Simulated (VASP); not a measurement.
Computed with r2SCAN+rVV10, VASP's PBE PAW potentials (set 64) (plane waves; VASP).

A VASP calculation is set up with these files.

**POSCAR**
```
Pd
3.8989030
  0.0000000000   0.4999999900   0.4999999900
  0.4999999900   0.0000000000   0.4999999900
  0.4999999900   0.4999999900   0.0000000000
Pd
1
Cart
  0.0000000000   0.0000000000   0.0000000000
```

File KPOINTS:
```
Automatic mesh
0
Gamma
18 18 18
0 0 0
```

**KPOINTS_OPT**
```
k-points along high-symmetry lines
10
Line-mode
Reciprocal
  0.000000   0.000000   0.000000 ! GAMMA
  0.500000   0.000000   0.500000 ! X

  0.500000   0.000000   0.500000 ! X
  0.625000   0.250000   0.625000 ! U

  0.375000   0.375000   0.750000 ! K
  0.000000   0.000000   0.000000 ! GAMMA

  0.000000   0.000000   0.000000 ! GAMMA
  0.500000   0.500000   0.500000 ! L

  0.500000   0.500000   0.500000 ! L
  0.500000   0.250000   0.750000 ! W

  0.500000   0.250000   0.750000 ! W
  0.500000   0.000000   0.500000 ! X
```

INCAR:
```
! general
SYSTEM   = Pd
PREC     = Accurate
ENCUT    = 520   ! plane-wave cut-off (eV)
LREAL    = .False.
LASPH    = .True.   ! aspherical one-centre terms

! electronic loop
EDIFF    = 1E-7   ! SCF stop (eV)
NELM     = 100   ! most electronic steps
ALGO     = Normal
LMAXMIX  = 4
LMIXTAU  = .True.

! smearing
ISMEAR   = -5   ! tetrahedra, Bloechl

! functional
METAGGA  = R2SCAN
LUSE_VDW = .True.
BPARAM   = 11.95
CPARAM   = 0.0093

! ions
ISIF     = 2

! output
LWAVE    = .False.
LCHARG   = .False.
LORBIT   = 11   ! lm-projected
NEDOS    = 601
```

POTCAR, in this order: Pd (PBE.64 set). Program: vasp_std.

What VASP printed:

OSZICAR:
```
       N       E                     dE             d eps       ncg     rms          rms(c)
DAV:   1     0.215189627583E+02    0.21519E+02   -0.54686E+03  3518   0.108E+03
DAV:   2    -0.254313406924E+02   -0.46950E+02   -0.46146E+02  3699   0.203E+02
DAV:   3    -0.258154972459E+02   -0.38416E+00   -0.38287E+00  4362   0.220E+01
DAV:   4    -0.258176433102E+02   -0.21461E-02   -0.21471E-02  4436   0.138E+00
DAV:   5    -0.258176662478E+02   -0.22938E-04   -0.23034E-04  4479   0.101E-01    0.886E+00
DAV:   6    -0.224519382414E+02    0.33657E+01   -0.72047E+00  3633   0.250E+01    0.405E+00
DAV:   7    -0.226728613764E+02   -0.22092E+00   -0.86852E-01  3792   0.644E+00    0.250E+00
DAV:   8    -0.226710194473E+02    0.18419E-02   -0.30999E-02  3677   0.133E+00    0.293E-01
DAV:   9    -0.226762124386E+02   -0.51930E-02   -0.62203E-03  4123   0.692E-01    0.895E-02
DAV:  10    -0.226763694076E+02   -0.15697E-03   -0.50419E-04  4014   0.211E-01    0.396E-02
DAV:  11    -0.226763717111E+02   -0.23036E-05   -0.23126E-04  5229   0.117E-01    0.320E-02
DAV:  12    -0.226764014509E+02   -0.29740E-04   -0.33515E-05  3681   0.615E-02    0.137E-02
DAV:  13    -0.226764157589E+02   -0.14308E-04   -0.19022E-05  3766   0.350E-02    0.202E-03
DAV:  14    -0.226764227012E+02   -0.69423E-05   -0.44348E-06  3788   0.154E-02    0.207E-03
DAV:  15    -0.226764215619E+02    0.11393E-05   -0.25406E-07  3837   0.484E-03    0.110E-03
DAV:  16    -0.226764203865E+02    0.11755E-05   -0.36515E-07  2272   0.361E-03    0.125E-04
DAV:  17    -0.226764202217E+02    0.16480E-06   -0.42786E-09  1954   0.651E-04    0.492E-05
DAV:  18    -0.226764203087E+02   -0.87022E-07   -0.81967E-10  1930   0.398E-04
   1 F= -.22676420E+02 E0= -.22676420E+02  d E =0.000000E+00
       N       E                     dE             ncg
```

**OUTCAR**
```
------------------------ aborting loop because EDIFF is reached ----------------------------------------
  FORCE on cell =-STRESS in cart. coord.  units (eV):
  Direction    XX          YY          ZZ          XY          YZ          ZX
  --------------------------------------------------------------------------------------
  Total       -0.0210735     -0.0210735     -0.0210735      0.0000000      0.0000000      0.0000000
  in kB       -2.2786628     -2.2786628     -2.2786628      0.0000000      0.0000000      0.0000000
  external PRESSURE =      -2.2786628 kB  Pullay stress =       0.0000000 kB
  volume of cell :       14.82
      direct lattice vectors                 reciprocal lattice vectors
     0.000000000  1.949451461  1.949451461    -0.256482405  0.256482405  0.256482405
     1.949451461  0.000000000  1.949451461     0.256482405 -0.256482405  0.256482405
     1.949451461  1.949451461  0.000000000     0.256482405  0.256482405 -0.256482405
 POSITION                                       TOTAL-FORCE (eV/Angst)
 -----------------------------------------------------------------------------------
      0.00000      0.00000      0.00000        -0.000000      0.000000     -0.000000
 -----------------------------------------------------------------------------------
    total drift:                               -0.000000     -0.000000     -0.000000
  FREE ENERGIE OF THE ION-ELECTRON SYSTEM (eV)
  ---------------------------------------------------
  free  energy   TOTEN  =       -22.6764203087 eV

  energy  without entropy=      -22.6764203087  energy(sigma->0) =      -22.67642031

 total charge

# of ion       s       p       d       tot
------------------------------------------
    1        0.512   0.459   8.499   9.470
```
(Selected blocks of OUTCAR.)

For a metal the tetrahedron method with Blöchl corrections gives inexact stress and forces.

The compound is Pd in the fcc structure. It was relaxed first.
